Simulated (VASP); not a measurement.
```yaml
crystal:
  lattice:
    - [0.00000, 2.72038, 2.72038]
    - [2.72038, 0.00000, 2.72038]
    - [2.72038, 2.72038, 0.00000]
  atoms:
    - { symbol: Zn, position: [0.00000, 0.00000, 0.00000] }
    - { symbol: S, position: [0.25000, 0.25000, 0.25000] }
```

Level of theory: modified Becke-Johnson potential (mBJ), VASP's PBE PAW potentials (set 64) (plane waves; VASP). Settings: 400 eV cut-off, 6×6×6 Γ-centred mesh, Gaussian smearing of 0.050 eV, potentials Zn S.

mBJ is a potential without an energy functional, so only the levels count.

Q: Give the energies of bands 2 to 12 at the high-symmetry points, in eV from the valence-band maximum.

A: 
```tsv
band	Γ	X	U	L	W
2	-5.78	-5.68	-5.64	-5.66	-5.62
3	-5.78	-5.45	-5.51	-5.66	-5.49
4	-5.78	-5.45	-5.33	-5.17	-5.25
5	-5.19	-5.12	-5.16	-5.17	-5.25
6	-5.19	-5.03	-4.93	-5.05	-4.89
7	0.00	-3.92	-3.97	-4.63	-3.93
8	0.00	-1.94	-2.67	-0.75	-2.35
9	0.00	-1.94	-1.57	-0.75	-2.33
10	3.62	4.62	5.34	4.70	6.64
11	7.58	5.30	7.02	7.97	7.18
12	7.58	12.05	10.29	7.97	9.05
```

The gap is direct, 3.62 eV, from the valence maximum at Γ to the conduction minimum at Γ.

The structure comes from a computed database's ZnS entry (F-43m); how it stands against other phases isn't given here. It was relaxed first. The cell's shape comes from a PBE relaxation.
